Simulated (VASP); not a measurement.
Data:

```xyz
20
Lattice="12.1581 0.0000 0.0000 0.0000 3.9355 0.0000 0.0000 0.0000 11.5204" Properties=species:S:1:pos:R:3 pbc="T T T"
Sb     1.7060     2.9517     0.4388
Sb    10.4521     0.9839    11.0815
Sb     4.3730     0.9839     6.1990
Sb     7.7851     2.9517     5.3214
Sb     0.4111     0.9839     3.7970
Sb    11.7470     2.9517     7.7234
Sb     5.6680     2.9517     9.5572
Sb     6.4901     0.9839     1.9632
Se    11.5301     2.9517     1.4692
Se     0.6280     0.9839    10.0512
Se     6.7070     0.9839     7.2294
Se     5.4511     2.9517     4.2910
Se     2.4964     0.9839     2.2131
Se     9.6617     2.9517     9.3073
Se     3.5826     2.9517     7.9732
Se     8.5755     0.9839     3.5471
Se     7.6274     2.9517     0.6233
Se     4.5307     0.9839    10.8971
Se    10.6098     0.9839     6.3834
Se     1.5483     2.9517     5.1369
```

All values below come from PBEsol GGA, VASP's PBE PAW potentials (set 64) (plane waves; VASP 6.6.1). Settings: LREAL = Auto, 300 eV cut-off, 1×3×1 Γ-centred mesh, Gaussian smearing of 0.010 eV, potentials Sb Se.

Energy and stress use the plane-wave basis of the starting cell.

### Question
The ions, cell shape and volume are relaxed. Give the cell that the relaxation ends in.

### Answer

```xyz
20
Lattice="11.9797 0.0000 0.0000 0.0000 4.0014 0.0000 0.0000 0.0000 11.1368" Properties=species:S:1:pos:R:3 pbc="T T T"
Sb     1.7504     3.0011     0.4272
Sb    10.2293     1.0004    10.7096
Sb     4.2395     1.0004     5.9955
Sb     7.7402     3.0011     5.1412
Sb     0.3746     1.0004     3.7053
Sb    11.6051     3.0011     7.4315
Sb     5.6152     3.0011     9.2737
Sb     6.3644     1.0004     1.8631
Se    11.3400     3.0011     1.5487
Se     0.6397     1.0004     9.5881
Se     6.6296     1.0004     7.1171
Se     5.3501     3.0011     4.0197
Se     2.5723     1.0004     2.1573
Se     9.4073     3.0011     8.9795
Se     3.4175     3.0011     7.7257
Se     8.5622     1.0004     3.4111
Se     7.6157     3.0011     0.5379
Se     4.3640     1.0004    10.5989
Se    10.3538     1.0004     6.1063
Se     1.6258     3.0011     5.0305
```
Space group Pnma (62), at a tolerance of 0.03 Å.

### Question
How do energy and volume change from the first to the last step?

### Answer
The energy (σ→0) changes by -22.0 meV/atom and the volume by -3.2 %, in 25 ionic steps.

The structure comes from a computed database's Sb2Se3 entry; how it stands against other phases isn't given here. This run relaxes it. Symmetry was kept, so distortions that lower it aren't found. The k-mesh is coarse (spacing up to 0.56 per Å, 2π included), so the numbers may not be converged in it. The run is one of a series of settings (EDIFFG = -0.01, IBRION = 2, ISIF = 3, NSW = 50 against the base run), some of them coarse on purpose.
